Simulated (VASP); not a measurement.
Input:

```yaml
crystal:
  lattice:
    - [2.80000, 0.00000, 0.00000]
    - [0.00000, 2.80000, 0.00000]
    - [0.00000, 0.00000, 3.67000]
  atoms:
    - { symbol: Cu, position: [0.00000, 0.00000, 0.00000] }
    - { symbol: Au, position: [0.50000, 0.50000, 0.50000] }
```

Calculation: PBE GGA, VASP's PBE PAW potentials (set 64) (plane waves; VASP). Settings: 400 eV cut-off, 3×3×2 Monkhorst-Pack mesh, first-order Methfessel-Paxton smearing of 0.10 eV, potentials Cu Au.

Question: Give the stress tensor in GPa (positive for a compressed cell).

Answer: 
```
5.75  0.00  0.00
0.00  5.75  0.00
0.00  0.00  5.72
```
The pressure is its mean diagonal, 5.74 GPa.

The compound is CuAu in the L1_0 structure. The cell was not relaxed at this level. The k-mesh is coarse (spacing up to 0.86 per Å, 2π included), so the numbers may not be converged in it. The run is one of a series of settings (KPOINTS 3×3×2 Monkhorst-Pack mesh against the base run), some of them coarse on purpose.
